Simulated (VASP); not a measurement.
```yaml
crystal:
  lattice:
    - [3.21900, 0.00000, 0.00000]
    - [-1.60950, 2.78774, 0.00000]
    - [0.00000, 0.00000, 5.17423]
  atoms:
    - { symbol: Ru, position: [0.33333, 0.66667, 0.99948] }
    - { symbol: Ru, position: [0.66667, 0.33333, 0.49948] }
    - { symbol: C, position: [0.33333, 0.66667, 0.37552] }
    - { symbol: C, position: [0.66667, 0.33333, 0.87552] }
```

Calculation: PBEsol GGA, VASP's PBE PAW potentials (set 64) (plane waves; VASP). Run with 520 eV cut-off, 12×12×7 Γ-centred mesh, tetrahedra with Blöchl corrections, potentials Ru_pv C.

The cores are frozen, which limits the accuracy of field gradients.

Give the principal components of the electric field gradient (V/Å²) and the asymmetry η at each nucleus.

```
atom    Vxx    Vyy   Vzz     η
----  -----  -----  ----  ----
Ru1   -10.7  -10.7  21.3  0.00
Ru2   -10.7  -10.7  21.3  0.00
C3      2.0    2.0  -3.9  0.00
C4      2.0    2.0  -3.9  0.00
```

The structure was generated: RuC was put into the wurtzite type (P6_3mc), which need not be its known phase. It was relaxed first, which changed the volume by -31 %.
